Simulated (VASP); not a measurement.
MgO:

```xyz
2
Lattice="0.0000 2.1085 2.1085 2.1085 0.0000 2.1085 2.1085 2.1085 0.0000" Properties=species:S:1:pos:R:3 pbc="T T T"
Mg    0.0000    0.0000    0.0000
O     2.1085    2.1085    2.1085
```

| Item | Value |
| --- | --- |
| Program | VASP 6.6.1 |
| Task | relaxation of cell and atoms |
| Functional | r2SCAN |
| Dispersion | rVV10 |
| Potentials or basis | VASP PAW PBE potentials, release 64 (Mg, O) |
| Cutoff | 600 eV |
| k mesh | 12 × 12 × 12 |
| Occupations | gaussian, width 0.03 eV |
| Spin | no spin polarisation |

At the start: pressure -3.8 GPa; volume 9.37 Å³/atom.

Problem. Where does the relaxation end?

Solution. Over 3 steps the energy falls by 2.6 meV/atom and the volume is 9.16 Å³/atom (-2.3 %); space group Fm-3m (No. 225, to 0.05 Å).

Step by step:
| step | energy change (eV) | largest force (eV/Å) | pressure (GPa) | volume (Å³) |
| --- | --- | --- | --- | --- |
| 1 | 0.0000 | 0.0000 | -3.81 | 18.75 |
| 2 | -0.0043 | 0.0000 | 1.65 | 18.15 |
| 3 | -0.0052 | 0.0000 | 0.01 | 18.32 |

Final structure:
```yaml
crystal:
  lattice:
    - [0.00000, 2.09231, 2.09231]
    - [2.09231, 0.00000, 2.09231]
    - [2.09231, 2.09231, 0.00000]
  atoms:
    - { symbol: Mg, position: [0.00000, 0.00000, 0.00000] }
    - { symbol: O, position: [0.50000, 0.50000, 0.50000] }
```

Caveat: the PAW data sets were made with another functional, which shifts forces and pressure a little.
